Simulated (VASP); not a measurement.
Consider the following.

```yaml
crystal:
  lattice:
    - [0.00000, 3.27993, 3.27993]
    - [3.27993, 0.00000, 3.27993]
    - [3.27993, 3.27993, 0.00000]
  atoms:
    - { symbol: Na, position: [0.25000, 0.25000, 0.25000] }
    - { symbol: Na, position: [0.75000, 0.75000, 0.75000] }
    - { symbol: S, position: [0.00000, 0.00000, 0.00000] }
```

Method: PW91 GGA, VASP's PBE PAW potentials (set 64) (plane waves; VASP). Settings: 520 eV cut-off, Gaussian smearing of 0.050 eV, potentials Na_pv S.

Task: Give the energies of bands 8 to 13 at the high-symmetry points, in eV from the valence-band maximum.

Result: 
| band | Γ | X | U | L | W |
|---|---|---|---|---|---|
| 8 | 0.00 | -1.45 | -1.21 | -1.62 | -1.00 |
| 9 | 0.00 | -0.45 | -0.92 | -0.13 | -1.00 |
| 10 | 0.00 | -0.45 | -0.35 | -0.13 | -0.57 |
| 11 | 2.47 | 3.84 | 4.54 | 4.77 | 4.80 |
| 12 | 7.72 | 6.00 | 6.40 | 6.41 | 7.19 |
| 13 | 7.72 | 8.40 | 7.82 | 7.13 | 7.19 |

The gap is direct, 2.47 eV, from the valence maximum at Γ to the conduction minimum at Γ.

The compound is Na2S in the antifluorite structure. It was relaxed first.
